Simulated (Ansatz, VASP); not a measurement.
**Cross-check of SbAs between VASP and Ansatz**

Aim: how closely do two programs agree when they are given the same cell, functional and k mesh? The cell is generated by rule, not measured, and may not be a known phase. The cell is taken from a series of runs on this material, whose earlier steps may have relaxed, scaled, displaced or heated it; both programs get it as it stands.

Program: Ansatz 0.2.0. Level of theory: plane waves, with VASP 6.6.1 beside it; single point at PBEsol. Results are calculated unless marked as measured.

The structure was built from a prototype and need not be the compound's stable phase.

### 1. The starting structure

It takes space group P2_1 (No. 4, monoclinic). The conventional cell has a = 4.545 Å, b = 12.855 Å, c = 4.545 Å, α = 90.00°, β = 90.00°, γ = 90.00°. Sb has 4 As at 2.77 to 2.80 Å nearest. Sb has 4 As at 2.78 to 2.79 Å nearest. Nearest to As lie 4 Sb at 2.78 to 2.79 Å. Nearest to As lie 4 Sb at 2.77 to 2.80 Å. Farther neighbours are not listed.

### 2. Ansatz: single point, PBEsol, pair 1

Ansatz runs on its default PAW (the set named soft_2) files.

With cell and atoms fixed, the geometry can't cause a difference; cores, projectors, grids and the points listed under the comparison can.

Input file input.yaml:

```yaml
crystal:
  lattice:
    - [0.0, -3.2138340659, -3.2138340659]
    - [0.0, 3.2138340659, -3.2138340659]
    - [12.8553362638, 0.0, 0.0]
  atoms:
    - { symbol: Sb, position: [0.494476789, 0.5085744946, 0.25] }
    - { symbol: Sb, position: [0.505523211, 0.4914255054, 0.75] }
    - { symbol: Sb, position: [-0.0174113154, 0.0254097604, 0.0] }
    - { symbol: Sb, position: [0.0174113154, -0.0254097604, 0.5] }
    - { symbol: As, position: [0.0039141288, 0.5267962778, 0.875] }
    - { symbol: As, position: [-0.0039141288, 0.4732037222, 0.375] }
    - { symbol: As, position: [0.5197620408, -0.0125202448, 0.625] }
    - { symbol: As, position: [0.4802379592, 0.0125202448, 0.125] }
kpoints:
  mp_grid: { grid: [8, 8, 4] }
hamiltonian:
  xc: pbesol
scf:
  occupations: { method: methfessel_paxton, width: 0.2 }
output:
  forces: true
  stress: true
  eigenvalues: true
```

Command:

```bash
$ ansatz run input.yaml --threads 4 --pin off --max-ram 7168MiB --backend cpu --events-out ev --progress --plain --runs-dir out
```

Numbers of over 12 decimals in the logs are rounded to 6 here.

Output:

```text
Engine: ansatz 0.2.0, aarch64-unknown-linux-gnu
Pseudopotentials: kind: paw
Pseudopotential: Sb, paw, valence charge 15, recommended cutoff 420 eV (normal), Sb.paw.azcp
Pseudopotential: As, paw, valence charge 15, recommended cutoff 420 eV (normal), As.paw.azcp
Functional definition: PBEsol
  exchange = pbesol_x
  correlation = pbesol_c
Crystal: 8 atoms, lattice volume = 265.559 Å³
Basis set: ecut = 420 eV, 5187 PW (Γ), exchange–correlation on 64×64×180 points (8 copies of the dense FFT grid, shifted against one another)
Bands: 72, of which v1, the nominal top of the filled ones, is band 60 counted from 1 (59 counted from 0)
Symmetry: 2 space group operations
Space group: P21 (ITA 4), of the structure as read, at distance tolerance 6.4e-5 Å
k-points: 102 of 256 (time reversal used)
Non-local potential: Sb, projectors of the file, l = 0: 2, l = 1: 2, l = 2: 2, l = 3: 2
Non-local potential: As, projectors of the file, l = 0: 2, l = 1: 2, l = 2: 3, l = 3: 1
PAW form: soft (Blöchl's): semilocal exchange-correlation on the pseudo side does not see the compensation charge
PAW frozen core: Sb, regenerated for the run's functional, and the local potential with it (the file was generated under x = pbe(κ = 0.804, μ = 0.219515), c = pbe(β = 0.066725))
PAW frozen core: As, regenerated for the run's functional, and the local potential with it (the file was generated under x = pbe(κ = 0.804, μ = 0.219515), c = pbe(β = 0.066725))
PAW one-centre angular grid: Sb, 590 points (default); XC on 64 Gauss nodes
PAW one-centre angular grid: As, 590 points (default); XC on 64 Gauss nodes
Initial density: superposition of atomic densities (neutral atoms: chi_scale 0, normalization atom), corrected by the library's trained network
Initial wavefunctions: pseudopotential atomic-orbital guess
Functional: x = pbesol(κ = 0.804, μ = 0.123457), c = pbesol(β = 0.046)
SCF iter   1: F=—  HF=-44881.468350 eV  |F-HF|=—  |Δ(HF+E_count)|=         —  Δρ=2.35e-3  dr2=2.15e-2  ethr=1.77e-3  ⟨swp⟩=6.0  Hψ=26469  notcnv=0
preconditioner: auto → LDOS  [metal: Δε(μ)=0.010 eV  Ē_g=7.875 eV  σ=0.200 eV  W_gap=0.04  n_scr=56 (ndim 8)  ℏωp=14.4 eV  f_vac=0.105  D(μ)=6.15/eV (n_scr^D=48)  β→1.0]
SCF iter   2: F=—  HF=-44881.461418 eV  |F-HF|=—  |Δ(HF+E_count)|=   6.93e-3  S|Δr|=    0.00e0  Δρ=9.72e-4  dr2=3.29e-3  ethr=1.79e-5  ⟨swp⟩=2.0  Hψ=14615  notcnv=0
SCF iter   3: F=—  HF=-44881.460319 eV  |F-HF|=—  |Δ(HF+E_count)|=   1.10e-3  S|Δr|=    0.00e0  Δρ=4.48e-4  dr2=7.37e-4  ethr=2.74e-6  ⟨swp⟩=2.0  Hψ=13187  notcnv=0
SCF iter   4: F=—  HF=-44881.460061 eV  |F-HF|=—  |Δ(HF+E_count)|=   2.58e-4  S|Δr|=    0.00e0  Δρ=1.17e-4  dr2=5.43e-5  ethr=6.14e-7  ⟨swp⟩=3.0  Hψ=14820  notcnv=0
SCF iter   5: F=—  HF=-44881.460098 eV  |F-HF|=—  |Δ(HF+E_count)|=   3.66e-5  S|Δr|=    0.00e0  Δρ=3.68e-5  dr2=5.81e-6  ethr=4.52e-8  ⟨swp⟩=2.0  Hψ=11096  notcnv=0
SCF iter   6: F=—  HF=-44881.460098 eV  |F-HF|=—  |Δ(HF+E_count)|=   3.79e-7  S|Δr|=    0.00e0  Δρ=8.13e-6  dr2=3.74e-7  ethr=4.84e-9  ⟨swp⟩=2.0  Hψ=11006  notcnv=0
SCF iter   7: F=-44881.460097 eV  HF=-44881.460097 eV  |F-HF|=1.12e-7  |Δ(HF+E_count)|=   1.15e-7  S|Δr|=    0.00e0  Δρ=4.03e-6  dr2=6.57e-8  ethr=8.33e-11  ⟨swp⟩=10.1  Hψ=34779  notcnv=0
SCF 1 converged in 7 iterations: F = -44881.460097 eV  dr2 = 6.57e-8
  greatest PAW one-centre occupation: 0.999 electrons in one spin orbital (limit 2), on the As atom at site 5 (counted from 0), in its partial waves of l = 2
SCF converged after 7 iterations
Stability not checked: this state was not tested for a lower state beside it, because cold or Methfessel-Paxton smearing, or corrected tetrahedra, fill the levels in a way that the test cannot read (fill_not_monotonic; see scf.lower_state_search)
Free energy (F): -44881.460097 eV
Harris-Foulkes:  -44881.460097 eV  (|F-HF|=1.12e-7)
Internal energy: -44881.441607 eV  (E = F + TS)
E sigma→0 (E₀):  -44881.455475 eV
Entropy (-TS):   -0.018490 eV (-2.311 meV/atom)
Fermi energy:    6.938621 eV
--- Per-component energies (eV) ---
  E_band       = -1994.751531
  E_kinetic    = 1234.925498
  E_local      = -15751.298413  (includes V_loc(G=0)·N_el)
  E_nonlocal   = -1221.705479
  E_hartree    = 7739.388795
  E_xc         = -860.989424
  E_vxc        = -697.827631  (∫ρ·V_xc dr)
  E_paw        = -25162.025892  (= ΣΔE_a)
  E_vpaw       = -1037.623396  (= ΣTr[D̂ρ^β])
  E_aug_tail   = 0.000023  (compensation charges beyond the density's cutoff)
  E_ewald      = -10864.929858
  E_core_change = 5.193143  (= ΣΔE_core)
  E_smearing   = -0.018490  (= −TS)
  E_closure    = -0.000000  (closes the sum)
  Σ components = -44881.460097   (vs F -44881.460097, Δ=0.00e0)
--- Forces (eV/Å), atoms counted from 1 ---
  atom   1  Sb     0.01960318     0.05244221     0.00010373
  atom   2  Sb     0.01960318    -0.05244221    -0.00010373
  atom   3  Sb     0.00325137     0.14688457    -0.03067538
  atom   4  Sb     0.00325137    -0.14688457     0.03067538
  atom   5  As    -0.02251099     0.05282824    -0.06190388
  atom   6  As    -0.02251099    -0.05282824     0.06190388
  atom   7  As    -0.00033986    -0.07135448    -0.01311457
  atom   8  As    -0.00033986     0.07135448     0.01311457
  max |Σ_I F_I| component: 7.41e-6 eV/Å
--- Stress (GPa, compression-positive) ---
        0.069919       0.000000       0.000000
        0.000000       0.135687      -0.032906
        0.000000      -0.032906       0.030294
  P = ⅓ Tr σ = 0.0786 GPa (0.786 kbar)
--- Band table (eV; the first three rows and the last of 102) ---
  k-point 0: bands = [... 56 lower, 4.9473, 6.1825, 6.4222, 6.4271, 6.4723, 6.5555, 6.5609, 7.5777, ... 8 higher]
  k-point 1: bands = [... 56 lower, 5.1424, 6.0897, 6.1762, 6.3355, 6.4885, 6.6225, 6.8384, 7.4536, ... 8 higher]
  k-point 2: bands = [... 56 lower, 5.5959, 5.5959, 6.2128, 6.2128, 6.5998, 6.5998, 7.1636, 7.1636, ... 8 higher]
  k-point 101: bands = [... 56 lower, 6.7322, 6.7322, 6.8650, 6.8650, 7.0285, 7.0285, 7.1600, 7.1600, ... 8 higher]
```

The run ends at a pressure of 0.08 GPa, with forces up to 0.15 eV/Å.

### 3. VASP: single point, PBEsol, pair 1

The same cell, functional, mesh and smearing now go to VASP, with its own data sets.

Lines of VASP's logs that name or quote its potential files are left out, and so is its time.

Input file INCAR:

```
SYSTEM = SbAs
PREC = Accurate
ENCUT = 500
EDIFF = 1E-06
NELM = 120
ISMEAR = 1
SIGMA = 0.2
LREAL = .FALSE.
ALGO = Normal
GGA = PS
NBANDS = 28
LORBIT = 11
LWAVE = .FALSE.
LCHARG = .FALSE.
ISIF = 2
LASPH = .TRUE.
GGA_COMPAT = .FALSE.
KPAR = 2
```

Input file POSCAR:

```
SbAs
1.0
    0.0000000000     -3.2138340659     -3.2138340659
    0.0000000000      3.2138340659     -3.2138340659
   12.8553362638      0.0000000000      0.0000000000
Sb As
4 4
Direct
    0.4944767890      0.5085744946      0.2500000000
    0.5055232110      0.4914255054      0.7500000000
    0.9825886846      0.0254097604      0.0000000000
    0.0174113154      0.9745902396      0.5000000000
    0.0039141288      0.5267962778      0.8750000000
    0.9960858712      0.4732037222      0.3750000000
    0.5197620408      0.9874797552      0.6250000000
    0.4802379592      0.0125202448      0.1250000000
```

Input file KPOINTS:

```
Automatic mesh
0
Gamma
8 8 4
0 0 0
```

PAW data sets: Sb and As (PBE family, release 64).

Command:

```bash
$ mpirun -np 2 vasp_std
```

Output:

```text
[banner, memory and clock lines left out]
running    2 mpi-ranks, on    1 nodes
 distrk:  each k-point on    1 cores,    2 groups
 distr:  one band on    1 cores,    1 groups

 POSCAR found type information on POSCAR SbAs
 POSCAR found :  2 types and       8 ions
|                                                                             |
|               ----> ADVICE to this user running VASP <----                  |
|                                                                             |
|     You enforced a specific xc type in the INCAR file but a different       |
|     [... a line on the potential file left out ...]
|     I HOPE YOU KNOW WHAT YOU ARE DOING!                                     |
|                                                                             |

 LDA part: xc-table for (Slater+PW92), standard interpolation
 POSCAR, INCAR and KPOINTS ok, starting setup
 FFT: planning ... GRIDC
 FFT: planning ... GRID_SOFT
 FFT: planning ... GRID
 WAVECAR not read
 entering main loop
       N       E                     dE             d eps       ncg     rms          rms(c)
DAV:   1     0.182444618530E+03    0.18244E+03   -0.13474E+04  5712   0.108E+03
DAV:   2    -0.167627238889E+02   -0.19921E+03   -0.19401E+03  7048   0.175E+02
DAV:   3    -0.355702140227E+02   -0.18807E+02   -0.18397E+02  7028   0.564E+01
DAV:   4    -0.360804297915E+02   -0.51022E+00   -0.50545E+00  7268   0.952E+00
DAV:   5    -0.360901882713E+02   -0.97585E-02   -0.97448E-02  7264   0.143E+00    0.623E+00
DAV:   6    -0.357605035198E+02    0.32968E+00   -0.97483E-01  6876   0.289E+00    0.387E+00
DAV:   7    -0.357243014698E+02    0.36202E-01   -0.15113E-01  6736   0.148E+00    0.944E-01
DAV:   8    -0.357189817478E+02    0.53197E-02   -0.11565E-02  7812   0.429E-01    0.219E-01
DAV:   9    -0.357189131274E+02    0.68620E-04   -0.17580E-03  6872   0.193E-01    0.796E-02
DAV:  10    -0.357189261028E+02   -0.12975E-04   -0.60610E-05  7376   0.350E-02    0.318E-02
DAV:  11    -0.357189432007E+02   -0.17098E-04   -0.46585E-05  6616   0.263E-02    0.736E-03
DAV:  12    -0.357189414867E+02    0.17139E-05   -0.76968E-06  6580   0.111E-02    0.488E-03
DAV:  13    -0.357189419686E+02   -0.48189E-06   -0.13249E-06  3792   0.466E-03
   1 F= -.35718942E+02 E0= -.35712689E+02  d E =-.187603E-01
```

Parts of OUTCAR (step 3):

```text
ion  position               nearest neighbor table
   1  0.494  0.509  0.250-   8 2.77   6 2.78   6 2.79   8 2.80
   2  0.506  0.491  0.750-   7 2.77   5 2.78   5 2.79   7 2.80
   3  0.983  0.025  0.000-   8 2.78   5 2.78   5 2.79   8 2.79
   4  0.017  0.975  0.500-   7 2.78   6 2.78   6 2.79   7 2.79
   5  0.004  0.527  0.875-   3 2.78   2 2.78   3 2.79   2 2.79
   6  0.996  0.473  0.375-   4 2.78   1 2.78   4 2.79   1 2.79
   7  0.520  0.987  0.625-   2 2.77   4 2.78   4 2.79   2 2.80
   8  0.480  0.013  0.125-   1 2.77   3 2.78   3 2.79   1 2.80

  LATTYP: Found a simple tetragonal cell.
 ALAT       =     4.5450477232
 C/A-ratio  =     2.8284271248

 Subroutine GETGRP returns: Found  2 space group operations
 (whereof  1 operations were pure point group operations)

The static configuration has the point symmetry C_1 .
 The point group associated with its full space group is C_2 .

 Found    102 irreducible k-points:

   k-points           NKPTS =    102   k-points in BZ     NKDIM =    102   number of bands    NBANDS=     28

   dimension x,y,z NGX =    36 NGY =   36 NGZ =   96
   dimension x,y,z NGXF=    72 NGYF=   72 NGZF=  192

   ENCUT  =  500.0 eV  36.75 Ry    6.06 a.u.   8.29  8.29 23.44*2*pi/ulx,y,z

   NELECT =      40.0000    total number of electrons

 k-points in reciprocal lattice and weights: Automatic mesh
   0.00000000  0.00000000  0.00000000       0.004
   0.12500000  0.00000000  0.00000000       0.008
   0.00000000  0.12500000  0.00000000       0.008
   0.25000000  0.00000000  0.00000000       0.008
   0.00000000  0.25000000  0.00000000       0.008
   0.37500000  0.00000000  0.00000000       0.008
   0.00000000  0.37500000  0.00000000       0.008
   0.50000000  0.00000000  0.00000000       0.004
   0.00000000  0.50000000  0.00000000       0.004
[...]
-0.37500000  0.50000000  0.50000000       0.008
   0.50000000  0.50000000  0.50000000       0.004

 average (electrostatic) potential at core
       1 -88.8741       2 -88.8741       3 -88.8757       4 -88.8757       5 -50.7996
       6 -50.7996       7 -50.8021       8 -50.8021

 E-fermi :   3.9519

 k-point     1 :       0.0000    0.0000    0.0000
  band No.  band energies     occupation
    ...
     19       3.4335      2.00152
     20       3.4434      2.00191
     21       3.4878      2.00497
     22       3.5653      2.01974
     23       3.5710      2.02149
     24       4.5874     -0.00007
     25       4.5903     -0.00006
     26       4.6382     -0.00001
     27       6.5714     -0.00000
     28       6.5965     -0.00000

 k-point     2 :       0.1250    0.0000    0.0000
  band No.  band energies     occupation
    ...
     17       2.1012      2.00000
     18       3.2422      2.00001
     19       3.2845      2.00003
     20       3.3395      2.00013
     21       3.9587      0.94229
     22       4.0740      0.15076
     23       4.0818      0.11796
     24       4.6524     -0.00001
     25       4.7176     -0.00000
     26       4.9701     -0.00000
    ...

 k-point     3 :       0.0000    0.1250    0.0000
  band No.  band energies     occupation
    ...
     17       2.0874      2.00000
     18       3.2355      2.00001
     19       3.2763      2.00002
     20       3.3608      2.00024
     21       3.9593      0.93782
     22       4.0740      0.15074
     23       4.0824      0.11579
     24       4.6688     -0.00000
     25       4.7007     -0.00000
     26       4.9691     -0.00000
    ...

  Total        0.3263313      0.4389510      0.2720955      0.0000000     -0.0572363      0.0000000
  in kB        1.9688336      2.6482947      1.6416160      0.0000000     -0.3453200      0.0000000
  external PRESSURE =       2.0862481 kB  Pullay stress =       0.0000000 kB

  energy-cutoff  :      500.00
  volume of cell :      265.56
      direct lattice vectors                 reciprocal lattice vectors
     0.000000000 -3.213834066 -3.213834066     0.000000000 -0.155577416 -0.155577416
     0.000000000  3.213834066 -3.213834066     0.000000000  0.155577416 -0.155577416
    12.855336264  0.000000000  0.000000000     0.077788708  0.000000000  0.000000000

 POSITION                                       TOTAL-FORCE (eV/Angst)
 -----------------------------------------------------------------------------------
      3.21383      0.04531     -3.22364         0.019924      0.054783     -0.009556
      9.64150     -0.04531     -3.20403         0.019924     -0.054783      0.009556
      0.00000     -3.07621     -3.23954         0.003009      0.148465     -0.027875
      6.42767      3.07621     -3.18813         0.003009     -0.148465      0.027875
     11.24842      1.68046     -1.70562        -0.022368      0.050443     -0.066006
      4.82075     -1.68046     -4.72205        -0.022368     -0.050443      0.066006
      8.03459      1.50317     -4.84403        -0.000565     -0.064207     -0.016796
      1.60692     -1.50317     -1.58364        -0.000565      0.064207      0.016796
 -----------------------------------------------------------------------------------
    total drift:                               -0.000029      0.000000      0.000000

  FREE ENERGIE OF THE ION-ELECTRON SYSTEM (eV)
  ---------------------------------------------------
  free  energy   TOTEN  =       -35.7189419686 eV

  energy  without entropy=      -35.7001816625  energy(sigma->0) =      -35.71268853

 total charge
# of ion       s       p       d       tot
------------------------------------------
    1        1.249   1.083   0.035   2.368
    2        1.249   1.083   0.035   2.368
    3        1.249   1.085   0.035   2.369
    4        1.249   1.085   0.035   2.369
    5        1.331   1.336   0.029   2.696
    6        1.331   1.336   0.029   2.696
    7        1.330   1.338   0.029   2.697
    8        1.330   1.338   0.029   2.697
--------------------------------------------------
tot         10.320   9.683   0.258  20.260

[... 3 further parts left out ...]
```

The run ends at a pressure of 0.21 GPa, with forces up to 0.15 eV/Å.

### 4. Side by side

Known differences besides the potentials themselves: the data sets hold 120 valence electrons in Ansatz (on its default PAW (the set named soft_2) files) and 40 in VASP; the cutoff is 420 eV in Ansatz and 500 eV in VASP; Ansatz makes its cores anew for this functional, VASP keeps those of its PBE data sets. Total energies have different zeros and are not compared.

The two programs side by side:

| quantity | Ansatz | VASP | difference |
| --- | --- | --- | --- |
| pressure (GPa) | 0.08 | 0.21 | -0.13 |

Forces (eV/Å; atoms numbered as in POSCAR):

| atom | Ansatz x, y, z | VASP x, y, z |
| --- | --- | --- |
| Sb1 | 0.020, 0.052, 0.000 | 0.020, 0.055, -0.010 |
| Sb2 | 0.020, -0.052, 0.000 | 0.020, -0.055, 0.010 |
| Sb3 | 0.003, 0.147, -0.031 | 0.003, 0.148, -0.028 |
| Sb4 | 0.003, -0.147, 0.031 | 0.003, -0.148, 0.028 |
| As5 | -0.023, 0.053, -0.062 | -0.022, 0.050, -0.066 |
| As6 | -0.023, -0.053, 0.062 | -0.022, -0.050, 0.066 |
| As7 | 0.000, -0.071, -0.013 | -0.001, -0.064, -0.017 |
| As8 | 0.000, 0.071, 0.013 | -0.001, 0.064, 0.017 |

The forces differ by 4.0 meV/Å r.m.s., which is 7.2 % of the r.m.s. force of 0.056 eV/Å (both taken over all components).

(Part 1 of 2 ends here.)

[Lines on the potential files, build, host, timing and source positions are cut from VASP's logs without a mark.]

[Logs are printed without paths, hosts, clocks, repeated set-up lines and the standing remarks that a program may print on its own settings, such as how far it seeks lower states.]

[Hosts, paths, dates, database ids (printed as entryN), source tags and the programs' standing remarks are cut or masked in the printed files.]
